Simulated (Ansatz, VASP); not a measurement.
**Si125GeC22 (amorphous Si0.85C0.15): VASP beside Ansatz**

Aim: how closely do two programs agree when they are given the same cell, functional and k mesh? The structure shown is the start of the Ansatz relaxation below; VASP solves that cell, so the two are compared at the walk's first step.

Program: Ansatz 0.2.0. Level of theory: plane waves, with VASP 6.6.1 beside it; single point at PBE. Results are calculated unless marked as measured.

**1. The starting structure**

The cell holds 148 atoms: 125 Si, 1 Ge and 22 C. Its edges and angles: a = 13.515 Å, b = 13.515 Å, c = 13.515 Å, α = 90.0°, β = 90.0°, γ = 90.0°. It derives from Si63C11 (amorphous Si0.85C0.15). As first built, before any earlier steps moved the atoms (in the runner's words): 148 atoms (126 Si, 22 C) placed at random at 2.56 g/cm^3, melted at 4500 K for 10 ps at fixed volume with the Erhart-Albe potential (Erhart and Albe, Phys. Rev. B 71, 035211 (2005)). Quenched from 4500 K to 100 K at 50 K/ps and fixed volume, held 5 ps. Nearest the centre at fractional (0.699, 0.888, 0.334): Ge126 at 0.00 Å, C137 at 1.93 Å, Si121 at 2.35 Å, Si21 at 2.35 Å, Si103 at 2.48 Å, Si7 at 3.02 Å, Si67 at 3.15 Å, Si25 at 3.16 Å.

**2. Ansatz: relaxation, PBE**

Ansatz runs on its default PAW (the set named soft_2) files.

The two programs are compared at the cell with which this relaxation starts, whose forces are those of its first step.

input.yaml

```yaml
crystal:
  lattice:
    - [13.5152, 0.0, 0.0]
    - [0.0, 13.5152, 0.0]
    - [0.0, 0.0, 13.5152]
  atoms:
    - { symbol: Si, position: [0.55576, 0.17414, 0.97444] }
    - { symbol: Si, position: [0.17759, 0.98796, 0.31032] }
    - { symbol: Si, position: [0.95898, 0.85662, 0.63892] }
[... 3 atom lines left out ...]
    - { symbol: Si, position: [0.85841, 0.88955, 0.48986] }
    - { symbol: Si, position: [0.63047, 0.13671, 0.4666] }
[... 5 atom lines left out ...]
    - { symbol: Si, position: [0.64487, 0.77391, 0.94801] }
[... 6 atom lines left out ...]
    - { symbol: Si, position: [0.56174, 0.84851, 0.43434] }
[... 2 atom lines left out ...]
    - { symbol: Si, position: [0.41881, 0.59839, 0.31949] }
    - { symbol: Si, position: [0.77876, 0.67846, 0.39788] }
[... 5 atom lines left out ...]
    - { symbol: Si, position: [0.47977, 0.45093, 0.24259] }
[... 9 atom lines left out ...]
    - { symbol: Si, position: [0.26666, 0.82322, 0.00693] }
    - { symbol: Si, position: [0.7706, 0.6153, 0.09653] }
[... 4 atom lines left out ...]
    - { symbol: Si, position: [0.07267, 0.96598, 0.55719] }
[... 1 atom line left out ...]
    - { symbol: Si, position: [0.6399, 0.31821, 0.03998] }
[... 12 atom lines left out ...]
    - { symbol: Si, position: [0.8799, 0.37398, 0.13744] }
[... 4 atom lines left out ...]
    - { symbol: Si, position: [0.27217, 0.27098, 0.31461] }
[... 5 atom lines left out ...]
    - { symbol: Si, position: [0.09122, 0.32117, 0.56011] }
    - { symbol: Si, position: [0.72204, 0.86611, 0.07614] }
[... 2 atom lines left out ...]
    - { symbol: Si, position: [0.31627, 0.1399, 0.51537] }
    - { symbol: Si, position: [0.47292, 0.8215, 0.16353] }
[... 1 atom line left out ...]
    - { symbol: Si, position: [0.60967, 0.37086, 0.55] }
[... 1 atom line left out ...]
    - { symbol: Si, position: [0.51742, 0.87026, 0.88058] }
[... 2 atom lines left out ...]
    - { symbol: Si, position: [0.24041, 0.22353, 0.1533] }
[... 3 atom lines left out ...]
    - { symbol: Si, position: [0.4305, 0.33482, 0.36419] }
    - { symbol: Si, position: [0.95416, 0.03245, 0.45308] }
    - { symbol: Si, position: [0.76391, 0.61054, 0.55516] }
[... 8 atom lines left out ...]
    - { symbol: Si, position: [0.85861, 0.97743, 0.72937] }
[... 2 atom lines left out ...]
    - { symbol: Si, position: [0.43808, 0.74852, 0.78943] }
    - { symbol: Si, position: [0.67425, 0.06936, 0.31593] }
[... 5 atom lines left out ...]
    - { symbol: Si, position: [0.4616, 0.65489, 0.58044] }
[... 7 atom lines left out ...]
    - { symbol: Si, position: [0.26934, 0.79906, 0.73771] }
[... 2 atom lines left out ...]
    - { symbol: Si, position: [0.47672, 0.22498, 0.81635] }
[... 1 atom line left out ...]
    - { symbol: Si, position: [0.93235, 0.25859, 0.62464] }
    - { symbol: Si, position: [0.52957, 0.09806, 0.22428] }
    - { symbol: Si, position: [0.44475, 0.98421, 0.40772] }
    - { symbol: Si, position: [0.39836, 0.81299, 0.3582] }
    - { symbol: C, position: [0.72068, 0.00652, 0.06508] }
    - { symbol: C, position: [0.67046, 0.653, 0.19483] }
    - { symbol: C, position: [0.69411, 0.69743, 0.62903] }
[... 1 atom line left out ...]
    - { symbol: C, position: [0.65598, 0.62205, 0.37138] }
[... 2 atom lines left out ...]
    - { symbol: C, position: [0.52538, 0.74598, 0.6752] }
[... 1 atom line left out ...]
    - { symbol: C, position: [0.72948, 0.10651, 0.56273] }
    - { symbol: C, position: [0.8128, 0.81506, 0.37829] }
[... 1 atom line left out ...]
    - { symbol: C, position: [0.41525, 0.05169, 0.28795] }
    - { symbol: C, position: [0.65013, 0.58275, 0.27034] }
[... 2 atom lines left out ...]
    - { symbol: C, position: [0.47069, 0.96894, 0.63947] }
[... 3 atom lines left out ...]
    - { symbol: C, position: [0.76292, 0.16432, 0.2517] }
    - { symbol: C, position: [0.98356, 0.27756, 0.14803] }
kpoints:
  mp_grid: { grid: [1, 1, 1] }
hamiltonian:
  xc: pbe
scf:
  occupations: { method: gaussian, width: 0.025 }
output:
  forces: true
  eigenvalues: true
relax:
  f_tol: 0.05
  max_steps: 90
```

Run with:

```
> ansatz run input.yaml --threads 4 --pin off --max-ram 8192MiB --backend cpu --events-out ev --progress --plain --runs-dir out
```

Numbers of over 12 decimals in the logs are rounded to 6 here.

The log of the run:

```text
Engine: ansatz 0.2.0, aarch64-unknown-linux-gnu
Pseudopotentials: kind: paw
Pseudopotential: Si, paw, valence charge 4, recommended cutoff 420 eV (normal), Si.paw.azcp
Pseudopotential: Ge, paw, valence charge 14, recommended cutoff 420 eV (normal), Ge.paw.azcp
Pseudopotential: C, paw, valence charge 4, recommended cutoff 420 eV (normal), C.paw.azcp
Functional definition: PBE
  parameter kappa = 0.804
  parameter beta = 0.066725
  exchange = pbe_x(kappa = kappa, mu = beta*pi^2/3)
  correlation = pbe_c(beta = beta)
Crystal: 148 atoms, lattice volume = 2468.695 Å³
Basis set: ecut = 420 eV, 48489 PW (Γ), exchange–correlation on 192×192×192 points (8 copies of the dense FFT grid, shifted against one another)
Bands: 449, of which v1, the nominal top of the filled ones, is band 301 counted from 1 (300 counted from 0)
Symmetry: 1 space group operations
Space group: P1 (ITA 1), of the structure as read, at distance tolerance 1.4e-4 Å
k-points: 1
Non-local potential: Si, projectors of the file, l = 0: 2, l = 1: 2, l = 2: 2
Non-local potential: Ge, projectors of the file, l = 0: 2, l = 1: 2, l = 2: 3, l = 3: 1
Non-local potential: C, projectors of the file, l = 0: 2, l = 1: 2, l = 2: 1
PAW form: soft (Blöchl's): semilocal exchange-correlation on the pseudo side does not see the compensation charge
PAW one-centre angular grid: Si, 110 points (default); XC on 64 Gauss nodes
PAW one-centre angular grid: Ge, 590 points (default); XC on 64 Gauss nodes
PAW one-centre angular grid: C, 110 points (default); XC on 64 Gauss nodes
Initial density: superposition of atomic densities (neutral atoms: chi_scale 0, normalization atom), corrected by the library's trained network
Initial wavefunctions: pseudopotential atomic-orbital guess
Functional: x = pbe(κ = 0.804, μ = 0.219515), c = pbe(β = 0.066725)
SCF iter   1: F=—  HF=-89240.107176 eV  |F-HF|=—  |Δ(HF+E_count)|=         —  Δρ=4.37e-3  dr2=1.13e0  ethr=1.77e-3  ⟨swp⟩=6.0  Hψ=2073  notcnv=0  defer=62
preconditioner: auto → Resta (q_TF=auto, 2.156 Å⁻¹)  ε∞=5.7  [insulator: Δε(μ)=0.193 eV  Ē_g=8.419 eV  σ=0.025 eV  W_gap=1.00  n_scr=436 (ndim 8)  ℏωp=18.2 eV  f_vac=0.000  D(μ)=0.00/eV (n_scr^D=0)  ε∞_Penn≈5.7]
SCF iter   2: F=—  HF=-89239.968758 eV  |F-HF|=—  |Δ(HF+E_count)|=   1.38e-1  Δρ=2.31e-3  dr2=2.42e-1  ethr=1.87e-4  ⟨swp⟩=2.0  Hψ=522  notcnv=0  defer=115
SCF iter   3: F=—  HF=-89239.933777 eV  |F-HF|=—  |Δ(HF+E_count)|=   3.50e-2  Δρ=4.22e-4  dr2=6.07e-3  ethr=4.01e-5  ⟨swp⟩=2.0  Hψ=470  notcnv=0  defer=137
SCF iter   4: F=—  HF=-89239.934627 eV  |F-HF|=—  |Δ(HF+E_count)|=   8.50e-4  Δρ=1.35e-4  dr2=6.40e-4  ethr=1.01e-6  ⟨swp⟩=2.0  Hψ=750  notcnv=0  defer=137
SCF iter   5: F=—  HF=-89239.934848 eV  |F-HF|=—  |Δ(HF+E_count)|=   2.21e-4  Δρ=5.22e-5  dr2=8.94e-5  ethr=1.06e-7  ⟨swp⟩=2.0  Hψ=613  notcnv=0  defer=137
SCF iter   6: F=-89239.934837 eV  HF=-89239.934846 eV  |F-HF|=8.59e-6  |Δ(HF+E_count)|=   1.95e-6  Δρ=2.19e-5  dr2=1.42e-5  ethr=1.04e-8  ⟨swp⟩=14.0  Hψ=2877  notcnv=0
SCF 1 converged in 6 iterations: F = -89239.934837 eV  dr2 = 1.42e-5
  greatest PAW one-centre occupation: 0.998 electrons in one spin orbital (limit 2), on the Ge atom at site 29 (counted from 0), in its partial waves of l = 2
relax step   1: F+E_penalty+E_count = -89239.93483708 eV  Δ(F+E_penalty+E_count) = +0.000e0 eV  max|allowed force component| = 1.122e0 eV/Å  Δτ_max = 0.0000 Å  (6 SCF iters, dr2 threshold 6.25e-5 eV, accepted)
Initial density: handed on by an earlier stage of this run
Initial wavefunctions: those handed on with the density
iter 1 solved again at ethr=4.42e-6 eV; its pass at ethr=3.10e-3 eV (dr2=2.66e-2 eV) is discarded
SCF iter   1: F=—  HF=-89240.032222 eV  |F-HF|=—  |Δ(HF+E_count)|=         —  Δρ=1.04e-3  dr2=2.79e-2  ethr=4.42e-6  ⟨swp⟩=2.0  Hψ=1339  notcnv=0  defer=137
preconditioner: auto → Resta (q_TF=auto, 2.156 Å⁻¹)  ε∞=5.7  [insulator: Δε(μ)=0.154 eV  Ē_g=8.417 eV  σ=0.025 eV  W_gap=1.00  n_scr=436 (ndim 8)  ℏωp=18.2 eV  f_vac=0.000  D(μ)=0.01/eV (n_scr^D=0)  ε∞_Penn≈5.7]
SCF iter   2: F=—  HF=-89240.028389 eV  |F-HF|=—  |Δ(HF+E_count)|=   3.83e-3  Δρ=5.31e-4  dr2=5.73e-3  ethr=4.42e-6  ⟨swp⟩=2.0  Hψ=598  notcnv=0  defer=137
SCF iter   3: F=—  HF=-89240.027705 eV  |F-HF|=—  |Δ(HF+E_count)|=   6.85e-4  Δρ=8.48e-5  dr2=1.43e-4  ethr=9.52e-7  ⟨swp⟩=2.0  Hψ=613  notcnv=0  defer=137
iter 4 did not close the SCF: its close was put off for the readings that it lacked (scf_convergence_deferred on its scf_iter line)
SCF iter   4: F=-89240.027697 eV  HF=-89240.027717 eV  |F-HF|=1.93e-5  |Δ(HF+E_count)|=   1.21e-5  Δρ=2.14e-5  dr2=1.11e-5  ethr=2.38e-8  ⟨swp⟩=2.0  Hψ=613  notcnv=0  defer=137
iter 5 did not close the SCF: its close was put off for the readings that it lacked (scf_convergence_deferred on its scf_iter line)
[...]
- { symbol: Si, position: [0.736722, 0.963739, 0.596881] }
    - { symbol: Si, position: [0.026432, 0.689276, 0.845058] }
    - { symbol: Si, position: [0.368756, 0.375996, 0.974455] }
    - { symbol: Si, position: [0.337627, 0.916404, 0.625433] }
    - { symbol: Si, position: [0.072775, 0.966620, 0.557614] }
    - { symbol: Si, position: [0.568692, 0.871323, 0.606928] }
    - { symbol: Si, position: [0.639954, 0.318823, 0.039679] }
    - { symbol: Si, position: [0.888283, 0.555898, 0.338317] }
    - { symbol: Si, position: [0.849266, 0.439624, 0.976947] }
    - { symbol: Si, position: [0.299589, 0.105883, 0.346843] }
    - { symbol: Si, position: [0.534427, 0.635880, 0.998764] }
    - { symbol: Si, position: [0.275848, 0.655585, 0.944623] }
    - { symbol: Si, position: [0.338149, 0.708778, 0.215994] }
    - { symbol: Si, position: [0.920103, 0.543174, 0.165883] }
    - { symbol: Si, position: [0.080315, 0.134254, 0.848413] }
    - { symbol: Si, position: [0.537245, 0.236141, 0.646393] }
    - { symbol: Si, position: [0.606937, 0.599582, 0.806176] }
    - { symbol: Si, position: [0.219640, 0.905470, 0.865780] }
    - { symbol: Si, position: [0.429372, 0.903356, 0.020291] }
    - { symbol: Si, position: [0.880454, 0.374262, 0.137144] }
    - { symbol: Si, position: [0.363993, 0.934181, 0.233615] }
    - { symbol: Si, position: [0.693872, 0.173416, 0.681402] }
    - { symbol: Si, position: [0.282170, 0.654212, 0.551073] }
    - { symbol: Si, position: [0.174445, 0.467119, 0.165470] }
[...]
- { symbol: Si, position: [0.816574, 0.740358, 0.691056] }
    - { symbol: Si, position: [0.202006, 0.496936, 0.788721] }
    - { symbol: Si, position: [0.476659, 0.225236, 0.816380] }
    - { symbol: Si, position: [0.636493, 0.786723, 0.201938] }
    - { symbol: Si, position: [0.932306, 0.258291, 0.624610] }
    - { symbol: Si, position: [0.528245, 0.099360, 0.223098] }
    - { symbol: Si, position: [0.444219, 0.984347, 0.407904] }
    - { symbol: Si, position: [0.396779, 0.812916, 0.358344] }
    - { symbol: C, position: [0.720533, 0.00651921, 0.065242] }
    - { symbol: C, position: [0.669592, 0.651957, 0.193679] }
    - { symbol: C, position: [0.694141, 0.696897, 0.629526] }
    - { symbol: C, position: [0.374274, 0.601106, 0.851153] }
    - { symbol: C, position: [0.656401, 0.622199, 0.370804] }
    - { symbol: C, position: [0.336541, 0.530884, 0.787224] }
    - { symbol: C, position: [0.624109, 0.478115, 0.239493] }
    - { symbol: C, position: [0.525076, 0.745689, 0.675130] }
    - { symbol: C, position: [0.675106, 0.387003, 0.291359] }
    - { symbol: C, position: [0.729736, 0.105887, 0.563088] }
    - { symbol: C, position: [0.816821, 0.812370, 0.380087] }
    - { symbol: C, position: [0.794226, 0.944361, 0.844948] }
    - { symbol: C, position: [0.415240, 0.051484, 0.287745] }
    - { symbol: C, position: [0.650058, 0.582466, 0.270077] }
    - { symbol: C, position: [0.226681, 0.940447, 0.185691] }
    - { symbol: C, position: [0.480346, 0.630211, 0.864797] }
    - { symbol: C, position: [0.470639, 0.969043, 0.639735] }
    - { symbol: C, position: [0.179718, 0.856184, 0.120807] }
    - { symbol: C, position: [0.854613, 0.374965, 0.656494] }
    - { symbol: C, position: [0.614345, 0.685926, 0.695052] }
    - { symbol: C, position: [0.763273, 0.166239, 0.251105] }
    - { symbol: C, position: [0.983653, 0.277460, 0.148103] }
```

The column dr2 measures how far the density is from self-consistency, as an energy; F and HF (Harris–Foulkes) agree once it is small.

[end of part 1 of 2]

[Lines on the potential files, build, host, timing and source positions are cut from VASP's logs without a mark.]

[Logs are printed without paths, hosts, clocks, repeated set-up lines and the standing remarks that a program may print on its own settings, such as how far it seeks lower states.]

[Hosts, paths, dates, database ids (printed as entryN), source tags and the programs' standing remarks are cut or masked in the printed files.]
